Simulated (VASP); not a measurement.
Level of theory: PBE GGA, VASP's PBE PAW potentials (set 64) (plane waves; VASP).

VASP input:

**POSCAR**
```
AlCu31
1
    7.2630069020    -0.0000000000     0.0000000000
   -0.0000000000     7.2630069020    -0.0000000000
    0.0000000000     0.0000000000     7.2630069020
Cu Al
31 1
Direct
  0.5000000000   0.0000000000   0.0000000000
  0.7500000000   0.2500000000   0.0000000000
  0.7500000000   0.0000000000   0.2500000000
  0.0000000000   0.0000000000   0.0000000000
  0.2500000000   0.2500000000   0.0000000000
  0.5000000000   0.5000000000   0.0000000000
  0.7500000000   0.7500000000   0.0000000000
  0.2500000000   0.0000000000   0.2500000000
  0.5042020000   0.2565130000   0.2476870000
  0.7497010000   0.4955530000   0.2555750000
  0.5000000000   0.0000000000   0.5000000000
  0.7513240000   0.2436300000   0.5044960000
  0.7500000000   0.0000000000   0.7500000000
  0.0000000000   0.5000000000   0.0000000000
  0.2500000000   0.7500000000   0.0000000000
  0.0000000000   0.2500000000   0.2500000000
  0.2528240000   0.4936110000   0.2524890000
  0.4988780000   0.7555800000   0.2561660000
  0.0000000000   0.0000000000   0.5000000000
  0.2512090000   0.2476640000   0.4996570000
  0.7550290000   0.7477290000   0.5026420000
  0.2500000000   0.0000000000   0.7500000000
  0.5013510000   0.2560940000   0.7564470000
  0.7547130000   0.5058940000   0.7511660000
  0.0000000000   0.7500000000   0.2500000000
  0.0000000000   0.5000000000   0.5000000000
  0.2497960000   0.7475570000   0.4949790000
  0.0000000000   0.2500000000   0.7500000000
  0.2475970000   0.4945380000   0.7461230000
  0.5022810000   0.7457500000   0.7447620000
  0.0000000000   0.7500000000   0.7500000000
  0.4992130000   0.5031860000   0.5017950000
```

File KPOINTS:
```
Automatic mesh
0
Gamma
3 3 3
0 0 0
```

INCAR:
```
SYSTEM = AlCu31
PREC = Normal
ENCUT = 400
EDIFF = 1E-5
NELM = 100
ALGO = Fast
LREAL = Auto
LASPH = .TRUE.
ISMEAR = 1
SIGMA = 0.1
GGA = PE
LMAXMIX = 4
LWAVE = .FALSE.
LCHARG = .FALSE.
NELMIN = 4
ISYM = 0
IBRION = 2
ISIF = 2
NSW = 60
EDIFFG = -0.03
```

POTCAR, in this order: Cu Al (PBE.64 set). Program: vasp_std.

The resulting files:

**OSZICAR**
```
...
RMM:   7    -0.119962732448E+03    0.11218E+02   -0.67372E+01  5793   0.525E+01    0.400E+00
RMM:   8    -0.120012407012E+03   -0.49675E-01   -0.30155E+00  6017   0.539E+00    0.195E+00
RMM:   9    -0.120002052849E+03    0.10354E-01   -0.76647E-01  5915   0.385E+00    0.574E-01
RMM:  10    -0.120017106555E+03   -0.15054E-01   -0.28055E-01  6583   0.195E+00    0.217E-01
RMM:  11    -0.120021351898E+03   -0.42453E-02   -0.51254E-02  6910   0.688E-01    0.193E-01
RMM:  12    -0.120021747724E+03   -0.39583E-03   -0.69988E-03  7115   0.263E-01    0.145E-01
RMM:  13    -0.120021611407E+03    0.13632E-03   -0.17618E-03  5939   0.173E-01    0.391E-02
RMM:  14    -0.120021664143E+03   -0.52736E-04   -0.67383E-04  7721   0.806E-02    0.207E-02
RMM:  15    -0.120021667882E+03   -0.37387E-05   -0.70810E-05  5426   0.379E-02
   1 F= -.12002167E+03 E0= -.12002302E+03  d E =-.120022E+03
       N       E                     dE             d eps       ncg     rms          rms(c)
DAV:   1    -0.120047744965E+03   -0.26081E-01   -0.24116E+01  6216   0.117E+01    0.367E-01
RMM:   2    -0.120078180793E+03   -0.30436E-01   -0.33049E-01  5874   0.310E+00    0.409E-01
RMM:   3    -0.120094952120E+03   -0.16771E-01   -0.19406E-01  8161   0.147E+00    0.281E-01
RMM:   4    -0.120094616631E+03    0.33549E-03   -0.77714E-03  7868   0.252E-01    0.253E-01
RMM:   5    -0.120094197341E+03    0.41929E-03   -0.39812E-04  6507   0.799E-02    0.220E-01
RMM:   6    -0.120093278134E+03    0.91921E-03   -0.37630E-03  8139   0.186E-01    0.963E-02
RMM:   7    -0.120093159505E+03    0.11863E-03   -0.38762E-04  5816   0.964E-02    0.617E-02
RMM:   8    -0.120093100907E+03    0.58598E-04   -0.14544E-04  5768   0.581E-02    0.252E-02
RMM:   9    -0.120093102668E+03   -0.17613E-05   -0.17764E-04  5758   0.348E-02    0.115E-02
RMM:  10    -0.120093103890E+03   -0.12217E-05   -0.29413E-05  4183   0.238E-02
   2 F= -.12009310E+03 E0= -.12009408E+03  d E =-.714360E-01
       N       E                     dE             d eps       ncg     rms          rms(c)
DAV:   1    -0.120037525948E+03    0.55577E-01   -0.43850E+01  6152   0.159E+01    0.504E-01
RMM:   2    -0.120093981209E+03   -0.56455E-01   -0.61254E-01  5874   0.417E+00    0.603E-01
RMM:   3    -0.120125062469E+03   -0.31081E-01   -0.36798E-01  8153   0.205E+00    0.380E-01
RMM:   4    -0.120124457536E+03    0.60493E-03   -0.15037E-02  7888   0.349E-01    0.343E-01
RMM:   5    -0.120123659850E+03    0.79769E-03   -0.73066E-04  6636   0.105E-01    0.297E-01
RMM:   6    -0.120121985736E+03    0.16741E-02   -0.70210E-03  8172   0.258E-01    0.135E-01
RMM:   7    -0.120121774663E+03    0.21107E-03   -0.78761E-04  5843   0.139E-01    0.890E-02
RMM:   8    -0.120121645964E+03    0.12870E-03   -0.27717E-04  5782   0.795E-02    0.358E-02
RMM:   9    -0.120121645127E+03    0.83707E-06   -0.31158E-04  6412   0.452E-02    0.166E-02
RMM:  10    -0.120121649191E+03   -0.40636E-05   -0.61509E-05  4990   0.323E-02
   3 F= -.12012165E+03 E0= -.12012244E+03  d E =-.999813E-01
       N       E                     dE             d eps       ncg     rms          rms(c)
DAV:   1    -0.120121326971E+03    0.31816E-03   -0.60702E-01  6144   0.185E+00    0.533E-02
RMM:   2    -0.120122007048E+03   -0.68008E-03   -0.74006E-03  5875   0.478E-01    0.416E-02
RMM:   3    -0.120122389318E+03   -0.38227E-03   -0.41075E-03  7955   0.214E-01    0.466E-02
RMM:   4    -0.120122379247E+03    0.10071E-04   -0.19374E-04  5815   0.422E-02    0.384E-02
RMM:   5    -0.120122365405E+03    0.13842E-04   -0.20342E-05  3359   0.220E-02    0.301E-02
RMM:   6    -0.120122356429E+03    0.89758E-05   -0.10857E-04  5771   0.332E-02    0.187E-02
RMM:   7    -0.120122350654E+03    0.57750E-05   -0.82496E-06  3341   0.137E-02
   4 F= -.12012235E+03 E0= -.12012315E+03  d E =-.100683E+00
       N       E                     dE             d eps       ncg     rms          rms(c)
DAV:   1    -0.120123795335E+03   -0.14389E-02   -0.50046E+00  6142   0.531E+00    0.143E-01
RMM:   2    -0.120129409062E+03   -0.56137E-02   -0.59602E-02  5875   0.136E+00    0.121E-01
RMM:   3    -0.120132528493E+03   -0.31194E-02   -0.33684E-02  8099   0.609E-01    0.120E-01
RMM:   4    -0.120132472676E+03    0.55817E-04   -0.13089E-03  7191   0.103E-01    0.108E-01
RMM:   5    -0.120132392957E+03    0.79719E-04   -0.12006E-04  5360   0.504E-02    0.954E-02
RMM:   6    -0.120132197483E+03    0.19547E-03   -0.86499E-04  8179   0.871E-02    0.416E-02
RMM:   7    -0.120132169925E+03    0.27558E-04   -0.50442E-05  5327   0.320E-02    0.229E-02
RMM:   8    -0.120132163093E+03    0.68326E-05   -0.25421E-05  3361   0.221E-02
   5 F= -.12013216E+03 E0= -.12013295E+03  d E =-.981244E-02
       N       E                     dE             d eps       ncg     rms          rms(c)
DAV:   1    -0.120122019069E+03    0.10151E-01   -0.76342E+00  6122   0.656E+00    0.180E-01
RMM:   2    -0.120130669994E+03   -0.86509E-02   -0.92051E-02  5875   0.168E+00    0.164E-01
RMM:   3    -0.120135469062E+03   -0.47991E-02   -0.52484E-02  8120   0.764E-01    0.151E-01
RMM:   4    -0.120135377035E+03    0.92026E-04   -0.19237E-03  7081   0.124E-01    0.137E-01
RMM:   5    -0.120135243567E+03    0.13347E-03   -0.20037E-04  5839   0.672E-02    0.121E-01
RMM:   6    -0.120134916654E+03    0.32691E-03   -0.12747E-03  8181   0.107E-01    0.473E-02
RMM:   7    -0.120134883201E+03    0.33453E-04   -0.66718E-05  5724   0.374E-02    0.269E-02
RMM:   8    -0.120134873920E+03    0.92803E-05   -0.31356E-05  3489   0.256E-02
   6 F= -.12013487E+03 E0= -.12013566E+03  d E =-.125233E-01
       N       E                     dE             d eps       ncg     rms          rms(c)
DAV:   1    -0.120134554083E+03    0.32912E-03   -0.36544E-01  6152   0.143E+00    0.378E-02
RMM:   2    -0.120134961509E+03   -0.40743E-03   -0.43014E-03  5890   0.365E-01    0.272E-02
RMM:   3    -0.120135191200E+03   -0.22969E-03   -0.24112E-03  7886   0.162E-01    0.323E-02
RMM:   4    -0.120135187078E+03    0.41218E-05   -0.11303E-04  5674   0.331E-02    0.265E-02
RMM:   5    -0.120135183532E+03    0.35460E-05   -0.12696E-05  3236   0.175E-02
   7 F= -.12013518E+03 E0= -.12013597E+03  d E =-.128329E-01
       N       E                     dE             d eps       ncg     rms          rms(c)
DAV:   1    -0.120135188414E+03   -0.13356E-05   -0.16286E+00  6100   0.303E+00    0.769E-02
RMM:   2    -0.120136913236E+03   -0.17248E-02   -0.18315E-02  5825   0.750E-01    0.588E-02
RMM:   3    -0.120137903058E+03   -0.98982E-03   -0.10553E-02  7976   0.346E-01    0.688E-02
RMM:   4    -0.120137887127E+03    0.15931E-04   -0.44586E-04  6501   0.621E-02    0.612E-02
RMM:   5    -0.120137858925E+03    0.28203E-04   -0.40379E-05  4518   0.317E-02    0.531E-02
RMM:   6    -0.120137806217E+03    0.52707E-04   -0.34222E-04  8123   0.534E-02    0.320E-02
RMM:   7    -0.120137788238E+03    0.17979E-04   -0.23309E-05  3384   0.201E-02    0.155E-02
RMM:   8    -0.120137785584E+03    0.26534E-05   -0.12324E-05  3266   0.168E-02
   8 F= -.12013779E+03 E0= -.12013856E+03  d E =-.260205E-02
       N       E                     dE             d eps       ncg     rms          rms(c)
DAV:   1    -0.120135499756E+03    0.22885E-02   -0.20777E+00  6114   0.342E+00    0.877E-02
RMM:   2    -0.120137709419E+03   -0.22097E-02   -0.23246E-02  5803   0.849E-01    0.707E-02
RMM:   3    -0.120138948004E+03   -0.12386E-02   -0.13246E-02  7938   0.389E-01    0.772E-02
RMM:   4    -0.120138932824E+03    0.15180E-04   -0.55102E-04  6123   0.697E-02    0.698E-02
RMM:   5    -0.120138893047E+03    0.39777E-04   -0.76369E-05  5391   0.469E-02    0.617E-02
RMM:   6    -0.120138805094E+03    0.87954E-04   -0.35090E-04  8094   0.541E-02    0.258E-02
RMM:   7    -0.120138794419E+03    0.10674E-04   -0.15651E-05  3378   0.161E-02    0.132E-02
RMM:   8    -0.120138792797E+03    0.16225E-05   -0.86541E-06  3319   0.153E-02
   9 F= -.12013879E+03 E0= -.12013957E+03  d E =-.360926E-02
```

OUTCAR:
```
------------------------ aborting loop because EDIFF is reached ----------------------------------------
  FORCE on cell =-STRESS in cart. coord.  units (eV):
  Direction    XX          YY          ZZ          XY          YZ          ZX
  --------------------------------------------------------------------------------------
  Total        1.6164021      1.6191191      1.6186996     -0.0029002     -0.0035762      0.0067420
  in kB        6.7594386      6.7708005      6.7690462     -0.0121281     -0.0149550      0.0281937
  external PRESSURE =       6.7664284 kB  Pullay stress =       0.0000000 kB
  volume of cell :      383.13
      direct lattice vectors                 reciprocal lattice vectors
     7.263006902  0.000000000  0.000000000     0.137684022  0.000000000  0.000000000
     0.000000000  7.263006902  0.000000000     0.000000000  0.137684022  0.000000000
     0.000000000  0.000000000  7.263006902     0.000000000  0.000000000  0.137684022
 POSITION                                       TOTAL-FORCE (eV/Angst)
 -----------------------------------------------------------------------------------
      3.63620      7.26017      0.00302        -0.005339      0.006309     -0.002168
      5.45667      1.81033      0.00213         0.004670     -0.009987      0.004896
      5.45666      7.26148      1.81206         0.002631      0.003797      0.006286
      0.00429      7.26116      0.00286        -0.001351      0.001029      0.002606
      1.81331      1.81154      0.00287         0.005554     -0.022676      0.000795
      3.63610      3.63071      0.00316        -0.002192      0.006176      0.001824
      5.45647      5.45228      0.00313         0.003866     -0.007972      0.003374
      1.81466      7.26091      1.81075        -0.003113      0.011139      0.011187
      3.63517      1.80713      1.81178         0.009091      0.012135      0.011147
      5.45568      3.63184      1.81329         0.005188     -0.011888      0.007130
      3.63560      7.26157      3.63516        -0.000127      0.005922      0.003669
      5.45539      1.80955      3.63745         0.004083     -0.005905     -0.013310
      5.45664      7.25933      5.45905        -0.001608      0.008714     -0.017537
      0.00465      3.62816      0.00331        -0.003977      0.017030      0.003725
      1.81483      5.45297      0.00399        -0.006038     -0.014132     -0.001829
      0.00360      1.80640      1.81230        -0.002942      0.009284      0.006128
      1.81611      3.62784      1.81441        -0.007769      0.012104     -0.002797
      3.63479      5.45128      1.81712         0.006430     -0.004959     -0.014953
      0.00451      7.26131      3.63420        -0.001356      0.005482      0.003776
      1.81641      1.80997      3.63371        -0.007473     -0.009291      0.008990
      5.45748      5.45204      3.63461        -0.005278     -0.006179     -0.000944
      1.81423      7.26203      5.45715         0.001474     -0.002485     -0.006658
      3.63608      1.81083      5.45816        -0.002745     -0.004611     -0.013568
      5.45827      3.63381      5.45501        -0.007888     -0.020049      0.001015
      0.00501      5.45359      1.81294        -0.005423     -0.016411     -0.003817
      0.00376      3.62817      3.63394         0.001709      0.004445      0.000443
      1.81385      5.45075      3.63233         0.001279     -0.002699      0.012316
      0.00422      1.80417      5.45754        -0.002194      0.026731     -0.011834
      1.81369      3.63163      5.45603         0.001104     -0.011533     -0.009151
      3.63260      5.44934      5.45335         0.013957      0.006685      0.006731
      0.00427      5.45076      5.45576         0.005855      0.008291      0.003740
      3.63648      3.62842      3.63507        -0.000074      0.005504     -0.001216
 -----------------------------------------------------------------------------------
    total drift:                               -0.053743      0.020026     -0.042313
  FREE ENERGIE OF THE ION-ELECTRON SYSTEM (eV)
  ---------------------------------------------------
  free  energy   TOTEN  =      -120.1387927969 eV

  energy  without entropy=     -120.1411174893  energy(sigma->0) =     -120.13956769

 reached required accuracy - stopping structural energy minimisation
```
(Selected blocks of OUTCAR.)

**CONTCAR**
```
AlCu31
   1.00000000000000
     7.2630069019999999    0.0000000000000000    0.0000000000000000
     0.0000000000000000    7.2630069019999999    0.0000000000000000
     0.0000000000000000    0.0000000000000000    7.2630069019999999
  Cu              Al
    31     1
Direct
     0.5006469679244681    0.9996093583244887    0.0004151198224079
     0.7512966581600082    0.2492531508800344    0.0002927627458215
     0.7512950066225670    0.9997902732668150    0.2494911272943213
     0.0005903887123631    0.9997459105178399    0.0003934757936836
     0.2496632321777005    0.2494197058619192    0.0003946946774802
     0.5006325880546892    0.4998900821945038    0.0004354286894779
     0.7512687872133640    0.7506916612999115    0.0004313684651325
     0.2498501826593139    0.9997106688962224    0.2493116229706513
     0.5005053893577733    0.2488135878595126    0.2494525671462687
     0.7511593141785625    0.5000470006481141    0.2496613663403487
     0.5005646658433401    0.9998021785007839    0.5005039143263476
     0.7511198036441527    0.2491460621141658    0.5008191822271072
     0.7512916819941429    0.9994939307973744    0.7516236104207414
     0.0006403521062714    0.4995401311093321    0.0004559436160963
     0.2498725475002659    0.7507872326553643    0.0005494037400260
     0.0004960798332760    0.2487123897313896    0.2495244563137615
     0.2500498607837690    0.4994958525880840    0.2498155520044499
     0.5004524389114647    0.7505535933216444    0.2501889953872456
     0.0006209751962773    0.9997661650608800    0.5003708535001083
     0.2500899926865950    0.2492040726893521    0.5003038805107122
     0.7514076502222863    0.7506585250245111    0.5004275637131506
     0.2497900664619355    0.9998653366536643    0.7513628381142184
     0.5006305154189632    0.2493222707956503    0.7515018212939617
     0.7515166764329912    0.5003181896603127    0.7510678991372856
     0.0006895778461546    0.7508717622698050    0.2496135544640380
     0.0005170157266328    0.4995410421619735    0.5003350492432159
     0.2497378480264683    0.7504811532463302    0.5001142498773126
     0.0005809183759619    0.2484050880165231    0.7514162203254277
     0.2497159845708766    0.5000172953134099    0.7512085124489081
     0.5001514846697032    0.7502875155033643    0.7508389841729803
     0.0005880096279365    0.7504830264470155    0.7511711064018498
     0.5006853390597193    0.4995747865897084    0.5004908748154624
```

The cell is a supercell with a defect, built from Cu (fcc): Al_Cu. The run is not spin-polarised, so no state with unpaired spins was tried.
